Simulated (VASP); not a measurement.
Computed with PBE GGA, VASP's PBE PAW potentials (set 64) (plane waves; VASP).

VASP input:

### INCAR
```
# general
SYSTEM=Al35BeN36
PREC  =Normal
ENCUT =400
LREAL =Auto
LASPH =.TRUE.   # aspherical one-centre terms
ISYM  =0
NELECT=288.0

# electronic loop
EDIFF =1E-5   # SCF stop (eV)
NELM  =100
NELMIN=4
ALGO  =Fast   # Davidson, then RMM-DIIS

# smearing
ISMEAR=0   # Gaussian
SIGMA =0.05

# functional
GGA   =PE   # PBE

# ions
IBRION=2   # conjugate gradients
NSW   =60   # most ionic steps
ISIF  =2
EDIFFG=-0.03

# output
LWAVE =.TRUE.
LCHARG=.FALSE.
```

### POSCAR
```
Al35BeN36
1
    4.6932676572    -8.1289780179     0.0000000000
    4.6932676572     8.1289780179     0.0000000000
    0.0000000000     0.0000000000    10.0192026156
Al N Be
35 36 1
Direct
  0.2222220000   0.1111110000   0.2500000000
  0.1111110000   0.2222220000   0.0000000000
  0.2222220000   0.1111110000   0.7500000000
  0.1074920000   0.2211480000   0.4992230000
  0.2160250000   0.4413550000   0.2456200000
  0.1111110000   0.5555560000   0.0000000000
  0.2261980000   0.4435630000   0.7485270000
  0.1102230000   0.5539940000   0.5047900000
  0.2222220000   0.7777780000   0.2500000000
  0.1111110000   0.8888890000   0.0000000000
  0.2222220000   0.7777780000   0.7500000000
  0.1111110000   0.8888890000   0.5000000000
  0.5555560000   0.1111110000   0.2500000000
  0.4444440000   0.2222220000   0.0000000000
  0.5555560000   0.1111110000   0.7500000000
  0.4461870000   0.2184350000   0.4975870000
  0.5575620000   0.4476980000   0.2541090000
  0.4444440000   0.5555560000   0.0000000000
  0.5496770000   0.4399160000   0.7536330000
  0.5604160000   0.7820530000   0.2489140000
  0.4444440000   0.8888890000   0.0000000000
  0.5492350000   0.7739550000   0.7529260000
  0.4447030000   0.8860210000   0.4976180000
  0.8888890000   0.1111110000   0.2500000000
  0.7777780000   0.2222220000   0.0000000000
  0.8888890000   0.1111110000   0.7500000000
  0.7777780000   0.2222220000   0.5000000000
  0.8888890000   0.4444440000   0.2500000000
  0.7777780000   0.5555560000   0.0000000000
  0.8888890000   0.4444440000   0.7500000000
  0.7757790000   0.5529830000   0.4973000000
  0.8888890000   0.7777780000   0.2500000000
  0.7777780000   0.8888890000   0.0000000000
  0.8888890000   0.7777780000   0.7500000000
  0.7772740000   0.8904390000   0.5000910000
  0.2222220000   0.1111110000   0.4410000000
  0.1111110000   0.2222220000   0.1910000000
  0.2222220000   0.1111110000   0.9410000000
  0.1111110000   0.2222220000   0.6910000000
  0.2230740000   0.4445940000   0.4363420000
  0.1111110000   0.5555560000   0.1910000000
  0.2222220000   0.4444440000   0.9410000000
  0.1111110000   0.5555560000   0.6910000000
  0.2222220000   0.7777780000   0.4410000000
  0.1111110000   0.8888890000   0.1910000000
  0.2222220000   0.7777780000   0.9410000000
  0.1111110000   0.8888890000   0.6910000000
  0.5555560000   0.1111110000   0.4410000000
  0.4444440000   0.2222220000   0.1910000000
  0.5555560000   0.1111110000   0.9410000000
  0.4444440000   0.2222220000   0.6910000000
  0.5518680000   0.4441120000   0.4381250000
  0.4435780000   0.5518850000   0.1884750000
  0.5555560000   0.4444440000   0.9410000000
  0.4471160000   0.5579420000   0.6930150000
  0.5553170000   0.7723350000   0.4416610000
  0.4444440000   0.8888890000   0.1910000000
  0.5555560000   0.7777780000   0.9410000000
  0.4444440000   0.8888890000   0.6910000000
  0.8888890000   0.1111110000   0.4410000000
  0.7777780000   0.2222220000   0.1910000000
  0.8888890000   0.1111110000   0.9410000000
  0.7777780000   0.2222220000   0.6910000000
  0.8888890000   0.4444440000   0.4410000000
  0.7777780000   0.5555560000   0.1910000000
  0.8888890000   0.4444440000   0.9410000000
  0.7777780000   0.5555560000   0.6910000000
  0.8888890000   0.7777780000   0.4410000000
  0.7777780000   0.8888890000   0.1910000000
  0.8888890000   0.7777780000   0.9410000000
  0.7777780000   0.8888890000   0.6910000000
  0.4395930000   0.5552440000   0.4992620000
```

**KPOINTS**
```
Automatic
0
G
  1 1 1
```

POTCAR, in this order: Al N Be (PBE.64 set). Program: vasp_gam.

What VASP printed:

OSZICAR:
```
...
DAV:   1    -0.523430056672E+03   -0.34528E+00   -0.87345E+01   404   0.235E+01    0.203E+00
RMM:   2    -0.523496622132E+03   -0.66565E-01   -0.24299E+00   362   0.358E+00    0.132E+00
RMM:   3    -0.523446310695E+03    0.50311E-01   -0.32350E-01   362   0.128E+00    0.851E-01
RMM:   4    -0.523427877742E+03    0.18433E-01   -0.19190E-01   362   0.795E-01    0.282E-01
RMM:   5    -0.523429271174E+03   -0.13934E-02   -0.32219E-02   381   0.340E-01    0.180E-01
RMM:   6    -0.523429693175E+03   -0.42200E-03   -0.67797E-03   395   0.159E-01    0.102E-01
RMM:   7    -0.523429674852E+03    0.18323E-04   -0.12054E-03   365   0.792E-02    0.405E-02
RMM:   8    -0.523429709349E+03   -0.34497E-04   -0.31005E-04   408   0.421E-02    0.299E-02
RMM:   9    -0.523429707183E+03    0.21659E-05   -0.25139E-04   362   0.298E-02    0.167E-02
RMM:  10    -0.523429697111E+03    0.10072E-04   -0.33142E-05   264   0.151E-02    0.653E-03
RMM:  11    -0.523429697293E+03   -0.18128E-06   -0.98156E-06   218   0.732E-03
   2 F= -.52342970E+03 E0= -.52342970E+03  d E =-.344929E+00
       N       E                     dE             d eps       ncg     rms          rms(c)
DAV:   1    -0.523596683829E+03   -0.16699E+00   -0.11683E+01   388   0.880E+00    0.698E-01
RMM:   2    -0.523606576583E+03   -0.98928E-02   -0.33530E-01   362   0.133E+00    0.495E-01
RMM:   3    -0.523599793328E+03    0.67833E-02   -0.39755E-02   362   0.453E-01    0.328E-01
RMM:   4    -0.523596720467E+03    0.30729E-02   -0.30541E-02   362   0.314E-01    0.110E-01
RMM:   5    -0.523596775149E+03   -0.54683E-04   -0.42348E-03   369   0.128E-01    0.692E-02
RMM:   6    -0.523596854930E+03   -0.79781E-04   -0.13715E-03   399   0.637E-02    0.444E-02
RMM:   7    -0.523596837090E+03    0.17841E-04   -0.23326E-04   364   0.322E-02    0.180E-02
RMM:   8    -0.523596847573E+03   -0.10483E-04   -0.82322E-05   330   0.196E-02    0.163E-02
RMM:   9    -0.523596843797E+03    0.37764E-05   -0.67526E-05   311   0.151E-02
   3 F= -.52359684E+03 E0= -.52359684E+03  d E =-.512076E+00
       N       E                     dE             d eps       ncg     rms          rms(c)
DAV:   1    -0.523681605329E+03   -0.84758E-01   -0.19810E+01   372   0.109E+01    0.799E-01
RMM:   2    -0.523699087427E+03   -0.17482E-01   -0.34763E-01   362   0.129E+00    0.405E-01
RMM:   3    -0.523695123110E+03    0.39643E-02   -0.38282E-02   362   0.451E-01    0.281E-01
RMM:   4    -0.523693179810E+03    0.19433E-02   -0.14489E-02   362   0.238E-01    0.852E-02
RMM:   5    -0.523693307658E+03   -0.12785E-03   -0.18347E-03   373   0.947E-02    0.521E-02
RMM:   6    -0.523693338539E+03   -0.30881E-04   -0.43485E-04   385   0.443E-02    0.190E-02
RMM:   7    -0.523693343066E+03   -0.45270E-05   -0.82220E-05   342   0.205E-02
   4 F= -.52369334E+03 E0= -.52369334E+03  d E =-.964993E-01
       N       E                     dE             d eps       ncg     rms          rms(c)
DAV:   1    -0.523694378400E+03   -0.10399E-02   -0.31447E-01   428   0.136E+00    0.953E-02
RMM:   2    -0.523694644093E+03   -0.26569E-03   -0.54684E-03   362   0.161E-01    0.506E-02
RMM:   3    -0.523694580816E+03    0.63277E-04   -0.63808E-04   362   0.575E-02    0.328E-02
RMM:   4    -0.523694554594E+03    0.26223E-04   -0.24406E-04   357   0.308E-02    0.103E-02
RMM:   5    -0.523694557405E+03   -0.28119E-05   -0.31762E-05   248   0.127E-02
   5 F= -.52369456E+03 E0= -.52369456E+03  d E =-.977136E-01
       N       E                     dE             d eps       ncg     rms          rms(c)
DAV:   1    -0.523719873896E+03   -0.25319E-01   -0.76773E+00   372   0.674E+00    0.459E-01
RMM:   2    -0.523727547856E+03   -0.76740E-02   -0.12693E-01   362   0.773E-01    0.235E-01
RMM:   3    -0.523726964152E+03    0.58370E-03   -0.14933E-02   363   0.272E-01    0.166E-01
RMM:   4    -0.523726352851E+03    0.61130E-03   -0.48699E-03   362   0.142E-01    0.465E-02
RMM:   5    -0.523726421482E+03   -0.68632E-04   -0.87609E-04   393   0.586E-02    0.317E-02
RMM:   6    -0.523726430745E+03   -0.92631E-05   -0.14262E-04   374   0.252E-02    0.144E-02
RMM:   7    -0.523726431419E+03   -0.67390E-06   -0.24747E-05   240   0.118E-02
   6 F= -.52372643E+03 E0= -.52372643E+03  d E =-.318740E-01
       N       E                     dE             d eps       ncg     rms          rms(c)
DAV:   1    -0.523727597981E+03   -0.11672E-02   -0.64775E-01   412   0.196E+00    0.129E-01
RMM:   2    -0.523728236848E+03   -0.63887E-03   -0.10658E-02   362   0.224E-01    0.676E-02
RMM:   3    -0.523728188139E+03    0.48709E-04   -0.12760E-03   363   0.791E-02    0.461E-02
RMM:   4    -0.523728140860E+03    0.47279E-04   -0.42020E-04   362   0.417E-02    0.132E-02
RMM:   5    -0.523728147636E+03   -0.67767E-05   -0.77896E-05   301   0.175E-02
   7 F= -.52372815E+03 E0= -.52372815E+03  d E =-.335902E-01
       N       E                     dE             d eps       ncg     rms          rms(c)
DAV:   1    -0.523734789782E+03   -0.66489E-02   -0.32801E+00   372   0.456E+00    0.289E-01
RMM:   2    -0.523737710109E+03   -0.29203E-02   -0.53774E-02   362   0.515E-01    0.159E-01
RMM:   3    -0.523737216168E+03    0.49394E-03   -0.62689E-03   363   0.179E-01    0.100E-01
RMM:   4    -0.523736976540E+03    0.23963E-03   -0.22757E-03   363   0.953E-02    0.291E-02
RMM:   5    -0.523737006342E+03   -0.29801E-04   -0.34170E-04   387   0.378E-02    0.212E-02
RMM:   6    -0.523737009818E+03   -0.34766E-05   -0.49167E-05   292   0.163E-02
   8 F= -.52373701E+03 E0= -.52373701E+03  d E =-.886218E-02
       N       E                     dE             d eps       ncg     rms          rms(c)
DAV:   1    -0.523737012788E+03   -0.64466E-05   -0.10243E-03   388   0.810E-02    0.736E-03
RMM:   2    -0.523737013964E+03   -0.11754E-05   -0.19539E-05   235   0.103E-02    0.496E-03
RMM:   3    -0.523737013803E+03    0.16037E-06   -0.19947E-06   214   0.392E-03    0.351E-03
RMM:   4    -0.523737013696E+03    0.10704E-06   -0.10544E-06   172   0.242E-03
   9 F= -.52373701E+03 E0= -.52373701E+03  d E =-.886606E-02
       N       E                     dE             d eps       ncg     rms          rms(c)
DAV:   1    -0.523740190223E+03   -0.31764E-02   -0.74276E-01   372   0.216E+00    0.146E-01
RMM:   2    -0.523741074968E+03   -0.88474E-03   -0.12797E-02   362   0.257E-01    0.793E-02
RMM:   3    -0.523741019788E+03    0.55180E-04   -0.14051E-03   363   0.884E-02    0.514E-02
RMM:   4    -0.523740960732E+03    0.59056E-04   -0.55393E-04   362   0.491E-02    0.156E-02
RMM:   5    -0.523740966855E+03   -0.61233E-05   -0.86312E-05   316   0.196E-02
  10 F= -.52374097E+03 E0= -.52374097E+03  d E =-.395316E-02
       N       E                     dE             d eps       ncg     rms          rms(c)
DAV:   1    -0.523741209271E+03   -0.24854E-03   -0.12819E-01   388   0.897E-01    0.604E-02
RMM:   2    -0.523741370818E+03   -0.16155E-03   -0.22766E-03   362   0.109E-01    0.343E-02
RMM:   3    -0.523741361877E+03    0.89414E-05   -0.25376E-04   363   0.378E-02    0.227E-02
RMM:   4    -0.523741351841E+03    0.10036E-04   -0.10332E-04   348   0.213E-02    0.733E-03
RMM:   5    -0.523741352766E+03   -0.92469E-06   -0.14397E-05   225   0.851E-03
  11 F= -.52374135E+03 E0= -.52374135E+03  d E =-.433907E-02
       N       E                     dE             d eps       ncg     rms          rms(c)
DAV:   1    -0.523742171378E+03   -0.81954E-03   -0.17000E-01   372   0.105E+00    0.754E-02
RMM:   2    -0.523742384670E+03   -0.21329E-03   -0.32378E-03   362   0.132E-01    0.417E-02
RMM:   3    -0.523742366126E+03    0.18544E-04   -0.37202E-04   364   0.456E-02    0.266E-02
RMM:   4    -0.523742352290E+03    0.13836E-04   -0.14869E-04   360   0.254E-02    0.813E-03
RMM:   5    -0.523742353798E+03   -0.15073E-05   -0.24139E-05   237   0.103E-02
  12 F= -.52374235E+03 E0= -.52374235E+03  d E =-.100103E-02
```

OUTCAR:
```
------------------------ aborting loop because EDIFF is reached ----------------------------------------
  FORCE on cell =-STRESS in cart. coord.  units (eV):
  Direction    XX          YY          ZZ          XY          YZ          ZX
  --------------------------------------------------------------------------------------
  Total       -6.7139024     -6.4798057    -17.3271340     -0.0061053      0.0042741      0.0025952
  in kB      -14.0705533    -13.5799490    -36.3130636     -0.0127952      0.0089574      0.0054388
  external PRESSURE =     -21.3211886 kB  Pullay stress =       0.0000000 kB
  volume of cell :      764.49
      direct lattice vectors                 reciprocal lattice vectors
     4.693267657 -8.128978018  0.000000000     0.106535582 -0.061508347  0.000000000
     4.693267657  8.128978018  0.000000000     0.106535582  0.061508347  0.000000000
     0.000000000  0.000000000 10.019202616     0.000000000  0.000000000  0.099808342
  FREE ENERGIE OF THE ION-ELECTRON SYSTEM (eV)
  ---------------------------------------------------
  free  energy   TOTEN  =      -523.7423537975 eV

  energy  without entropy=     -523.7423537975  energy(sigma->0) =     -523.74235380

 reached required accuracy - stopping structural energy minimisation
```
(Selected blocks of OUTCAR.)

File CONTCAR:
```
Al35BeN36
   1.00000000000000
     4.6932676571999998   -8.1289780178999997    0.0000000000000000
     4.6932676571999998    8.1289780178999997    0.0000000000000000
     0.0000000000000000    0.0000000000000000   10.0192026155999994
  Al              N               Be
    35    36     1
Direct
     0.2222546176759494    0.1112522732301460    0.2501846452970632
     0.1115042911544205    0.2232043901965952    0.9996762975786390
     0.2221854385877094    0.1112464936242434    0.7491837022574522
     0.1142361936409599    0.2258544110911922    0.4991644013676485
     0.2250794844184857    0.4457708716464054    0.2543734921485165
     0.1115050370583174    0.5548235432585268    0.9996717278054976
     0.2254139610674945    0.4458662335882982    0.7453245381272171
     0.1142310733198307    0.5545569271717077    0.4991836723397936
     0.2222509388832800    0.7773749534690073    0.2501722193266015
     0.1110000339618097    0.8886930312967429    0.9996493544556151
     0.2222182460861674    0.7771796595058710    0.7491931585121876
     0.1107165200159364    0.8884211283606276    0.4996846338264334
     0.5551115945939122    0.1107157249217621    0.2507102679172671
     0.4449161078347674    0.2231889003755619    0.9995799368365204
     0.5548897766444550    0.1105131032610043    0.7490199662411475
     0.4446342357938353    0.2257924634734449    0.4992273134515517
     0.5537043433619888    0.4457024669652050    0.2544372253485306
     0.4441924160407475    0.5552841770273714    0.9980291296058277
     0.5533599755051629    0.4457584061535356    0.7454031935994385
     0.5537680464880722    0.7741920788142973    0.2543884629602896
     0.4449631696026953    0.8881229649422226    0.9996791795063152
     0.5535032661843505    0.7737785965330363    0.7454246320171357
     0.4446347102113675    0.8848672514006269    0.4992046796192789
     0.8888631169256794    0.1107569618119565    0.2506644739365550
     0.7777485582628022    0.2221371022045930    0.9997585079892113
     0.8888028149782403    0.1104638867597129    0.7489024911008485
     0.7775048721842240    0.2218312870390234    0.4993123700428471
     0.8888119437667567    0.4446008336292496    0.2506260631689851
     0.7764195195850158    0.5548330748363902    0.9997051869164023
     0.8886557419055908    0.4446019157473234    0.7489383353375737
     0.7733094460993727    0.5545690088677446    0.4992036392576421
     0.8882127476869039    0.7773416467257134    0.2502376126781700
     0.7764774420607276    0.8882014079964874    0.9997009408139143
     0.8881695080900950    0.7772294910318442    0.7492893922945834
     0.7733543374052777    0.8849600421366688    0.4992043129322523
     0.2216506993678495    0.1102052882948821    0.4411514588975080
     0.1113191566397214    0.2226981602173455    0.1914486607606521
     0.2221435800691725    0.1110484374643409    0.9412073593424153
     0.1106421531924382    0.2214136462708099    0.6910874422416952
     0.2281441592055378    0.4471753190652109    0.4437937593179203
     0.1112544306331864    0.5550572333079121    0.1913983189116229
     0.2219686248687437    0.4442407221869979    0.9390397108794875
     0.1105492390021167    0.5554670483114210    0.6911456944840035
     0.2216246161911778    0.7775699205666953    0.4411596611164565
     0.1108950420620032    0.8886318545460716    0.1910125021724355
     0.2222147235970345    0.7775736706334644    0.9411880163823925
     0.1108647597858634    0.8885043387089500    0.6915272500990438
     0.5546255956683951    0.1103458631356834    0.4418364637139204
     0.4446503159480417    0.2227214498101537    0.1913990085118930
     0.5554119013235951    0.1109018117935092    0.9412331199056978
     0.4439144615189068    0.2213260402895049    0.6911213536630479
     0.5519368634637523    0.4471215884332062    0.4438851244393828
     0.4441670710139508    0.5552147779822650    0.1885328740009032
     0.5553624008469760    0.4442134356494227    0.9390429059613823
     0.4440733544497619    0.5551364495457409    0.6862087989659494
     0.5520133571348915    0.7709466338142023    0.4438152296317101
     0.4446821232467760    0.8882662673364308    0.1914449205727886
     0.5554126242716695    0.7775250595853650    0.9391353012055509
     0.4439697672348720    0.8887056730649204    0.6911575029056327
     0.8888471610686335    0.1104015472140676    0.4417590410912917
     0.7776474422816306    0.2220706013894492    0.1913083021145135
     0.8887839915841008    0.1109058790671332    0.9411371256921993
     0.7775028662711818    0.2218971658114162    0.6912097395096410
     0.8888167437243226    0.4446353454631419    0.4417719013847708
     0.7767232690796723    0.5550168306039134    0.1914769524855643
     0.8887343435108783    0.4444288741203302    0.9411836855737240
     0.7777309016101006    0.5554730561395292    0.6911330828346418
     0.8889834146634567    0.7775905076617491    0.4412045458749391
     0.7768664198101827    0.8883088796328252    0.1914260649290104
     0.8886488344599709    0.7775915710604271    0.9413056508033456
     0.7778696738247385    0.8886555826209797    0.6911389279131450
     0.4440673902922922    0.5549987601063906    0.5020813850948652
```

OUTCAR:
```
 val. band max:        6.0650954214   @ k =   0.0000   0.0000   0.0000

 cond. band min:       9.9770841990   @ k =   0.0000   0.0000   0.0000


 Fermi energy:         6.3322760766

 k-point     1 :       0.0000    0.0000    0.0000
  band No.  band energies     occupation
      1      -9.1647      2.00000
      2      -8.3204      2.00000
      3      -8.2641      2.00000
      4      -8.0281      2.00000
      5      -7.9933      2.00000
      6      -7.9930      2.00000
      7      -7.9193      2.00000
      8      -7.9186      2.00000
      9      -7.8103      2.00000
     10      -7.4068      2.00000
     11      -7.3608      2.00000
     12      -7.3552      2.00000
     13      -7.3548      2.00000
     14      -7.3437      2.00000
     15      -7.3436      2.00000
     16      -7.3354      2.00000
     17      -7.3345      2.00000
     18      -7.2172      2.00000
     19      -7.2008      2.00000
     20      -7.1998      2.00000
     21      -7.1120      2.00000
     22      -6.9911      2.00000
     23      -6.7739      2.00000
     24      -6.7734      2.00000
     25      -6.7505      2.00000
     26      -6.7363      2.00000
     27      -6.7059      2.00000
     28      -6.6244      2.00000
     29      -6.6190      2.00000
     30      -6.6179      2.00000
     31      -6.5874      2.00000
     32      -6.5854      2.00000
     33      -6.5727      2.00000
     34      -6.2779      2.00000
     35      -6.2765      2.00000
     36      -6.2558      2.00000
     37       0.0036      2.00000
     38       1.0706      2.00000
     39       1.0746      2.00000
     40       1.0760      2.00000
     41       1.1236      2.00000
     42       1.1371      2.00000
     43       1.1445      2.00000
     44       1.1456      2.00000
     45       1.1560      2.00000
     46       1.1565      2.00000
     47       1.1567      2.00000
     48       1.1857      2.00000
     49       1.1865      2.00000
     50       1.2166      2.00000
     51       1.2171      2.00000
...
```

At this cut-off the stress carries a Pulay error, which pulls relaxed volumes low. The cell is charged, with a uniform compensating background. The supercell is sampled at Γ alone, which is coarse: total energies, pressure and levels can be off, energies of defects by several tenths of an eV.

The cell is a supercell with a defect, built from AlN (wurtzite): Be_Al, charge -1. The run is not spin-polarised, so no state with unpaired spins was tried.
